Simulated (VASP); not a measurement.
# What goes wrong when the gap of Al2O3 (Corundum) is computed with a bad input

Aim: see how common mistakes in a band-structure run show up, on Al2O3 (Corundum). The starting structure is a measured crystal structure from the Crystallography Open Database. Cell and atoms stay as given unless a step says otherwise.

Method: Kohn-Sham DFT with plane waves and PAW; LDA, in VASP 6.6.1.

### 1. The starting structure

The structure is trigonal, space group R-3c (No. 167). Conventional cell: a = 4.759 Å, b = 4.759 Å, c = 12.996 Å, α = 90.00°, β = 90.00°, γ = 120.00°. Nearest to Al lie 6 O at 1.88 to 1.93 Å. Nearest to O lie 4 Al at 1.88 to 1.93 Å. Farther neighbours and most contacts between anions are not listed.

As a file:

```xyz
10
Lattice="2.3795 1.3738 4.3322 -2.3795 1.3738 4.3322 0.0000 -2.7476 4.3322" Properties=species:S:1:pos:R:3 pbc="T T T"
Al    0.0000    0.0000    1.9495
Al    0.0000    0.0000    4.5488
Al    0.0000    0.0000   11.0470
Al    0.0000    0.0000    8.4477
O     1.6656    0.1374    7.5813
O    -0.9518    1.3738    7.5813
O    -0.7138   -1.5112    7.5813
O    -1.6656   -0.1374    5.4152
O     0.9518   -1.3738    5.4152
O     0.7138    1.5112    5.4152
```

### 2. Reference bands

INCAR reads:

```
SYSTEM = Al2O3
PREC = Accurate
ENCUT = 460
EDIFF = 1E-06
NELM = 100
ISMEAR = 0
SIGMA = 0.03
LREAL = .FALSE.
ALGO = Normal
GGA = CA
NBANDS = 48
LORBIT = 11
LWAVE = .FALSE.
LCHARG = .FALSE.
KPAR = 8
```

POSCAR reads:

```
Al2O3
1.0
    2.3794853470      1.3737965056      4.3321625829
   -2.3794853470      1.3737965056      4.3321625829
    0.0000000000     -2.7475930112      4.3321625829
Al O
4 6
Direct
    0.1500000000      0.1500000000      0.1500000000
    0.3500000000      0.3500000000      0.3500000000
    0.8500000000      0.8500000000      0.8500000000
    0.6500000000      0.6500000000      0.6500000000
    0.9500000000      0.2500000000      0.5500000000
    0.5500000000      0.9500000000      0.2500000000
    0.2500000000      0.5500000000      0.9500000000
    0.0500000000      0.7500000000      0.4500000000
    0.4500000000      0.0500000000      0.7500000000
    0.7500000000      0.4500000000      0.0500000000
```

KPOINTS reads:

```
Automatic mesh
0
Gamma
6 6 6
0 0 0
```

KPOINTS_OPT reads:

```
Line mode
8
Line-mode
Reciprocal
  0.00000000   0.00000000   0.00000000 GAMMA
  0.50000000   0.00000000   0.00000000 L

  0.50000000   0.00000000   0.00000000 L
  0.50000000   0.23370822  -0.23370822 B1

  0.76629178   0.50000000   0.23370822 B
  0.50000000   0.50000000   0.50000000 Z

  0.50000000   0.50000000   0.50000000 Z
  0.00000000   0.00000000   0.00000000 GAMMA

  0.00000000   0.00000000   0.00000000 GAMMA
  0.36685411   0.00000000  -0.36685411 X

  0.63314589   0.36685411   0.00000000 Q
  0.50000000   0.50000000   0.00000000 F

  0.50000000   0.50000000   0.00000000 F
  0.63314589   0.63314589   0.23370822 P1

  0.63314589   0.63314589   0.23370822 P1
  0.50000000   0.50000000   0.50000000 Z

  0.50000000   0.00000000   0.00000000 L
  0.76629178   0.36685411   0.36685411 P
```

The projector-augmented-wave data sets are Al and O (LDA family, release 64).

Launch:

```
$ mpirun -np 8 vasp_std
```

The log of the run:

```text
[banner, memory and clock lines left out]
running    8 mpi-ranks, on    1 nodes
 distrk:  each k-point on    1 cores,    8 groups
 distr:  one band on    1 cores,    1 groups

 POSCAR found type information on POSCAR AlO
 POSCAR found :  2 types and      10 ions
|                                                                             |
|           W    W    AA    RRRRR   N    N  II  N    N   GGGG   !!!           |
|           W    W   A  A   R    R  NN   N  II  NN   N  G    G  !!!           |
|           W    W  A    A  R    R  N N  N  II  N N  N  G       !!!           |
|           W WW W  AAAAAA  RRRRR   N  N N  II  N  N N  G  GGG   !            |
|           WW  WW  A    A  R   R   N   NN  II  N   NN  G    G                |
|           W    W  A    A  R    R  N    N  II  N    N   GGGG   !!!           |
|                                                                             |
|     For optimal performance we recommend to set                             |
|       NCORE = 2 up to number-of-cores-per-socket                            |
|     NCORE specifies how many cores store one orbital (NPAR=cpu/NCORE).      |
|     This setting can greatly improve the performance of VASP for DFT.       |
|     The default, NCORE=1 might be grossly inefficient on modern             |
|     multi-core architectures or massively parallel machines. Do your        |
|     Unfortunately you need to use the default for GW and RPA                |
|     calculations (for HF NCORE is supported but not extensively tested      |
|     yet).                                                                   |
|                                                                             |

 LDA part: xc-table for (Slater(with rela. corr.)+CA(PZ))
 , standard interpolation
 POSCAR, INCAR and KPOINTS ok, starting setup
 FFT: planning ... GRIDC
 FFT: planning ... GRID_SOFT
 FFT: planning ... GRID
 WAVECAR not read
 entering main loop
       N       E                     dE             d eps       ncg     rms          rms(c)
DAV:   1     0.156107615176E+03    0.15611E+03   -0.22275E+04  3072   0.864E+02
DAV:   2    -0.818800609304E+02   -0.23799E+03   -0.22980E+03  3720   0.223E+02
DAV:   3    -0.914094729912E+02   -0.95294E+01   -0.94772E+01  3736   0.409E+01
DAV:   4    -0.914637382548E+02   -0.54265E-01   -0.54260E-01  3472   0.355E+00
DAV:   5    -0.914642226317E+02   -0.48438E-03   -0.48437E-03  3712   0.320E-01    0.175E+01
DAV:   6    -0.832411676298E+02    0.82231E+01   -0.16501E+01  3272   0.204E+01    0.612E+00
DAV:   7    -0.831212277388E+02    0.11994E+00   -0.58256E-01  3536   0.339E+00    0.324E+00
DAV:   8    -0.830330561818E+02    0.88172E-01   -0.71332E-02  3528   0.156E+00    0.661E-01
DAV:   9    -0.830284435795E+02    0.46126E-02   -0.52664E-03  3904   0.369E-01    0.276E-01
DAV:  10    -0.830285344331E+02   -0.90854E-04   -0.44802E-04  3408   0.101E-01    0.809E-02
DAV:  11    -0.830285222995E+02    0.12134E-04   -0.85758E-05  3560   0.484E-02    0.276E-02
DAV:  12    -0.830285220159E+02    0.28356E-06   -0.38885E-06  3528   0.111E-02
   1 F= -.83028522E+02 E0= -.83028522E+02  d E =-.384592E-23
 Start KPOINTS_OPT (optional k-point list driver)
k-point batch [1-32\72]
       N       E                     dE             ncg
DAV:   1     0.672700278224E+04   -0.22187E+05     3072
DAV:   2    -0.459149784717E+03   -0.71862E+04     3704
DAV:   3    -0.763909967326E+03   -0.30476E+03     3800
DAV:   4    -0.765793842706E+03   -0.18839E+01     3560
DAV:   5    -0.765813600366E+03   -0.19758E-01     3704
DAV:   6    -0.765813952972E+03   -0.35261E-03     3608
DAV:   7    -0.765813960333E+03   -0.73616E-05     3352
DAV:   8    -0.765813960611E+03   -0.27786E-06     2600
[...]
k-point batch [65-72\72]
       N       E                     dE             ncg
DAV:   1     0.322868582843E+05   -0.82602E+04      768
DAV:   2     0.304483214899E+05   -0.18385E+04      944
DAV:   3     0.303688105500E+05   -0.79511E+02      920
DAV:   4     0.303683269454E+05   -0.48360E+00      896
DAV:   5     0.303683219737E+05   -0.49717E-02      920
DAV:   6     0.303683218851E+05   -0.88639E-04      912
DAV:   7     0.303683218833E+05   -0.18373E-05      824
DAV:   8     0.303683218832E+05   -0.75041E-07      616
```

Elapsed: 39 s, on 8 MPI ranks of AMD EPYC 7R43, shared host; peak memory 2 GiB; 5.1 min of CPU time.

The logs omit lines about the potential files and the build; timing stands in the text.

Parts of OUTCAR (step 2):

```text
ion  position               nearest neighbor table
   1  0.150  0.150  0.150-   8 1.88   9 1.88  10 1.88   7 1.93   5 1.93   6 1.93   2 2.60   3 2.78
                             3 2.78   3 2.78   2 3.25   2 3.25   2 3.25
   2  0.350  0.350  0.350-  10 1.88   9 1.88   8 1.88   7 1.93   5 1.93   6 1.93   1 2.60   4 2.78
                             4 2.78   4 2.78   1 3.25   1 3.25   1 3.25
   3  0.850  0.850  0.850-   5 1.88   6 1.88   7 1.88   8 1.93  10 1.93   9 1.93   4 2.60   1 2.78
                             1 2.78   1 2.78   4 3.25   4 3.25   4 3.25
   4  0.650  0.650  0.650-   7 1.88   6 1.88   5 1.88   8 1.93  10 1.93   9 1.93   3 2.60   2 2.78
                             2 2.78   2 2.78   3 3.25   3 3.25   3 3.25
   5  0.950  0.250  0.550-   3 1.88   4 1.88   1 1.93   2 1.93
   6  0.550  0.950  0.250-   3 1.88   4 1.88   1 1.93   2 1.93
   7  0.250  0.550  0.950-   4 1.88   3 1.88   1 1.93   2 1.93
   8  0.050  0.750  0.450-   1 1.88   2 1.88   3 1.93   4 1.93
   9  0.450  0.050  0.750-   1 1.88   2 1.88   3 1.93   4 1.93
  10  0.750  0.450  0.050-   2 1.88   1 1.88   3 1.93   4 1.93

  LATTYP: Found a trigonal (rhomboedric) cell.
 ALAT       =     5.1300000000
 COS(alpha) =     0.5697099190

 Subroutine GETGRP returns: Found 12 space group operations
 (whereof  6 operations were pure point group operations)

The static configuration has the point symmetry S_6 .
 The point group associated with its full space group is D_3d.

 Found     32 irreducible k-points:

   k-points           NKPTS =     32   k-points in BZ     NKDIM =     32   number of bands    NBANDS=     48

   dimension x,y,z NGX =    36 NGY =   36 NGZ =   36
   dimension x,y,z NGXF=    72 NGYF=   72 NGZF=   72

   ENCUT  =  460.0 eV  33.81 Ry    5.81 a.u.   8.97  8.97  8.97*2*pi/ulx,y,z

   NELECT =      48.0000    total number of electrons

 k-points in reciprocal lattice and weights: Automatic mesh
   0.00000000  0.00000000  0.00000000       0.005
   0.16666667 -0.00000000 -0.00000000       0.028
   0.33333333  0.00000000  0.00000000       0.028
   0.50000000  0.00000000  0.00000000       0.014
   0.16666667  0.16666667 -0.00000000       0.028
   0.33333333  0.16666667  0.00000000       0.056
   0.50000000  0.16666667  0.00000000       0.056
  -0.33333333  0.16666667  0.00000000       0.056
  -0.16666667  0.16666667  0.00000000       0.028
[...]
-0.33333333  0.50000000  0.33333333       0.028
   0.50000000  0.50000000  0.50000000       0.005

 average (electrostatic) potential at core
       1 -69.7000       2 -69.7000       3 -69.7000       4 -69.7000       5 -68.2395
       6 -68.2395       7 -68.2395       8 -68.2395       9 -68.2395      10 -68.2395

 E-fermi :   5.9939

 k-point     1 :       0.0000    0.0000    0.0000
  band No.  band energies     occupation
    ...
     20       5.2822      2.00000
     21       5.2822      2.00000
     22       5.6689      2.00000
     23       5.7923      2.00000
     24       5.7923      2.00000
     25      12.0043      0.00000
     26      14.5884      0.00000
     27      16.4507      0.00000
     28      17.0583      0.00000
     29      17.1906      0.00000
    ...

 k-point     2 :       0.1667   -0.0000   -0.0000
  band No.  band energies     occupation
    ...
     20       4.9370      2.00000
     21       5.0427      2.00000
     22       5.4123      2.00000
     23       5.6703      2.00000
     24       5.7483      2.00000
     25      12.6150      0.00000
     26      15.0759      0.00000
     27      16.0308      0.00000
     28      16.6047      0.00000
     29      16.9367      0.00000
    ...

 k-point     3 :       0.3333    0.0000    0.0000
  band No.  band energies     occupation
    ...
     20       4.5026      2.00000
     21       4.8710      2.00000
     22       5.2346      2.00000
     23       5.5545      2.00000
     24       5.5801      2.00000
     25      13.8697      0.00000
     26      15.5179      0.00000
     27      15.6247      0.00000
     28      16.0481      0.00000
     29      16.5181      0.00000
    ...

  Total       -2.3521792     -2.3521792     -2.1291026      0.0000000      0.0000000      0.0000000
  in kB      -44.3526481    -44.3526481    -40.1463191      0.0000000      0.0000000      0.0000000
  external PRESSURE =     -42.9505384 kB  Pullay stress =       0.0000000 kB

  energy-cutoff  :      460.00
  volume of cell :       84.97
      direct lattice vectors                 reciprocal lattice vectors
     2.379485347  1.373796506  4.332162583     0.210129472  0.121318307  0.076943865
    -2.379485347  1.373796506  4.332162583    -0.210129472  0.121318307  0.076943865
     0.000000000 -2.747593011  4.332162583     0.000000000 -0.242636615  0.076943865

 POSITION                                       TOTAL-FORCE (eV/Angst)
 -----------------------------------------------------------------------------------
      0.00000      0.00000      1.94947         0.000000     -0.000000     -0.584745
      0.00000      0.00000      4.54877         0.000000      0.000000      0.584745
      0.00000      0.00000     11.04701         0.000000      0.000000      0.584745
      0.00000      0.00000      8.44772         0.000000     -0.000000     -0.584745
      1.66564      0.13738      7.58128        -0.358544     -0.621017     -0.000000
     -0.95179      1.37380      7.58128         0.717089      0.000000     -0.000000
     -0.71385     -1.51118      7.58128        -0.358544      0.621017     -0.000000
     -1.66564     -0.13738      5.41520         0.358544      0.621017     -0.000000
      0.95179     -1.37380      5.41520        -0.717089      0.000000     -0.000000
      0.71385      1.51118      5.41520         0.358544     -0.621017     -0.000000
 -----------------------------------------------------------------------------------
    total drift:                                0.000000      0.000000      0.000000

  FREE ENERGIE OF THE ION-ELECTRON SYSTEM (eV)
  ---------------------------------------------------
  free  energy   TOTEN  =       -83.0285220159 eV

  energy  without entropy=      -83.0285220159  energy(sigma->0) =      -83.02852202

 total charge
# of ion       s       p       d       tot
------------------------------------------
    1        0.318   0.415   0.000   0.733
    2        0.318   0.415   0.000   0.733
    3        0.318   0.415   0.000   0.733
    4        0.318   0.415   0.000   0.733
    5        1.543   3.628   0.000   5.171
    6        1.543   3.628   0.000   5.171
    7        1.543   3.628   0.000   5.171
    8        1.543   3.628   0.000   5.171
    9        1.543   3.628   0.000   5.171
   10        1.543   3.628   0.000   5.171
--------------------------------------------------
tot         10.530  23.427   0.000  33.957

[... 3 further parts left out ...]
```

At this level the cell is under a tension of 4.3 GPa, so at these settings it is away from equilibrium.

The reference gap is 6.208 eV.

### 3. Bands with no empty bands

A slip made on purpose: no empty bands. Against step 2 the input has NBANDS = 24 and no band path (also changed: NELM).

INCAR, as its differences from that of step 2:

```diff
@@ -4,3 +4,3 @@
 EDIFF = 1E-06
-NELM = 100
+NELM = 60
 ISMEAR = 0
@@ -10,3 +10,3 @@
 GGA = CA
-NBANDS = 48
+NBANDS = 24
 LORBIT = 11
```

POSCAR is that of step 2.

KPOINTS is that of step 2.

Launch:

```
$ mpirun -np 8 vasp_std
```

The log of the run:

```text
[banner, memory and clock lines left out]
running    8 mpi-ranks, on    1 nodes
[...]
[... a notice as in an earlier step ...]

 LDA part: xc-table for (Slater(with rela. corr.)+CA(PZ))
 , standard interpolation
 POSCAR, INCAR and KPOINTS ok, starting setup
[...]
entering main loop
       N       E                     dE             d eps       ncg     rms          rms(c)
DAV:   1     0.300962877050E+03    0.30096E+03   -0.24878E+04  1536   0.173E+03
DAV:   2    -0.753432803479E+02   -0.37631E+03   -0.37631E+03  2048   0.365E+02
DAV:   3    -0.912097268431E+02   -0.15866E+02   -0.15866E+02  1560   0.904E+01
DAV:   4    -0.914592647673E+02   -0.24954E+00   -0.24954E+00  1696   0.114E+01
[...]
DAV:  10    -0.830285156458E+02    0.25720E-05   -0.29026E-04  1544   0.160E-01    0.795E-02
DAV:  11    -0.830285223751E+02   -0.67292E-05   -0.59267E-05  1536   0.551E-02    0.277E-02
DAV:  12    -0.830285219615E+02    0.41359E-06   -0.88000E-06  1536   0.245E-02
[...]
|           W    W   A  A   R    R  NN   N  II  NN   N  G    G  !!!           |
|           W    W  A    A  R    R  N N  N  II  N N  N  G       !!!           |
|           W WW W  AAAAAA  RRRRR   N  N N  II  N  N N  G  GGG   !            |
|           WW  WW  A    A  R   R   N   NN  II  N   NN  G    G                |
|           W    W  A    A  R    R  N    N  II  N    N   GGGG   !!!           |
|                                                                             |
|     Your highest band is occupied at some k-points! Unless you are          |
|     performing a calculation for an insulator or semiconductor, without     |
|     unoccupied bands, you have included TOO FEW BANDS!! Please increase     |
|     the parameter NBANDS in file INCAR to ensure that the highest band      |
|     is unoccupied at all k-points. It is always recommended to include      |
|     a few unoccupied bands to accelerate the convergence of                 |
|     molecular-dynamics runs (even for insulators or semiconductors),        |
|     since the presence of unoccupied bands improves wavefunction            |
|     prediction and helps to suppress 'band-crossings'.                      |
|                                                                             |

   1 F= -.83028522E+02 E0= -.83028522E+02  d E =-.807043E-11
```

It took 10 s on 8 MPI ranks; peak memory 1.3 GiB; 76 s of CPU time.

From OUTCAR (step 3):

```text
  Total       -2.3452126     -2.3452126     -2.1208812      0.0000000      0.0000000      0.0000000
  in kB      -44.2212855    -44.2212855    -39.9912974      0.0000000      0.0000000      0.0000000
  external PRESSURE =     -42.8112894 kB  Pullay stress =       0.0000000 kB

 POSITION                                       TOTAL-FORCE (eV/Angst)
 -----------------------------------------------------------------------------------
      0.00000      0.00000      1.94947         0.000000     -0.000000     -0.584821
      0.00000      0.00000      4.54877         0.000000     -0.000000      0.584821
      0.00000      0.00000     11.04701         0.000000     -0.000000      0.584821
      0.00000      0.00000      8.44772         0.000000     -0.000000     -0.584821
      1.66564      0.13738      7.58128        -0.358791     -0.621444      0.000000
     -0.95179      1.37380      7.58128         0.717581     -0.000000      0.000000
     -0.71385     -1.51118      7.58128        -0.358791      0.621444      0.000000
     -1.66564     -0.13738      5.41520         0.358791      0.621444      0.000000
      0.95179     -1.37380      5.41520        -0.717581     -0.000000      0.000000
      0.71385      1.51118      5.41520         0.358791     -0.621444      0.000000
 -----------------------------------------------------------------------------------
    total drift:                                0.000000      0.000000      0.000000

  FREE ENERGIE OF THE ION-ELECTRON SYSTEM (eV)
  ---------------------------------------------------
  free  energy   TOTEN  =       -83.0285219615 eV

  energy  without entropy=      -83.0285219615  energy(sigma->0) =      -83.02852196

[... 1 part as in an earlier step ...]

[... 2 further parts left out ...]
[key lines of the parts left out:]
E-fermi :   5.9154
```

The run converges, yet it holds no empty band, so no gap can be read from it.

(Continued in part 2 of 2.)

[Lines on the potential files, build, host, timing and source positions are cut from VASP's logs without a mark.]

[Logs are printed without paths, hosts, clocks, repeated set-up lines and the standing remarks that a program may print on its own settings, such as how far it seeks lower states.]

[Hosts, paths, dates, database ids (printed as entryN), source tags and the programs' standing remarks are cut or masked in the printed files.]
